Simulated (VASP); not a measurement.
Input:

```xyz
4
Lattice="2.1798 -3.7756 0.0000 2.1798 3.7756 0.0000 0.0000 0.0000 7.0959" Properties=species:S:1:pos:R:3 pbc="T T T"
Cd     2.1798    -1.2585     3.5479
Cd     2.1798     1.2585     7.0959
Se     2.1798    -1.2585     6.2161
Se     2.1798     1.2585     2.6681
```

These are revTPSS meta-GGA, VASP's PBE PAW potentials (set 64) (plane waves; VASP) values and carry that method's errors. Settings: 520 eV cut-off, 7×7×4 Γ-centred mesh, tetrahedra with Blöchl corrections, potentials Cd Se.

**Question.** Give the energies of bands 13 to 21 at the high-symmetry points, in eV from the valence-band maximum.

**Answer.** 
```tsv
band	Γ	M	K	A	L	H
13	-4.18	-4.01	-3.61	-2.54	-4.02	-3.92
14	-0.72	-3.47	-3.61	-2.54	-4.02	-3.92
15	-0.72	-2.53	-2.91	-0.38	-1.28	-2.32
16	-0.04	-1.76	-1.79	-0.38	-1.28	-2.32
17	0.00	-1.26	-1.79	-0.38	-1.28	-1.05
18	0.00	-0.71	-1.59	-0.38	-1.28	-1.05
19	0.80	3.33	4.38	2.49	3.08	3.88
20	2.33	3.46	4.83	2.49	3.08	3.88
21	6.06	4.88	4.83	5.95	4.97	5.91
```

The gap is direct, 0.80 eV, from the valence maximum at Γ to the conduction minimum at Γ.

Measured: gap 1.73 eV (computed value off by -0.93 eV), as given by Abedi et al., (2022), arXiv:2211.14644.

The compound is CdSe in the wurtzite structure. It was relaxed first.
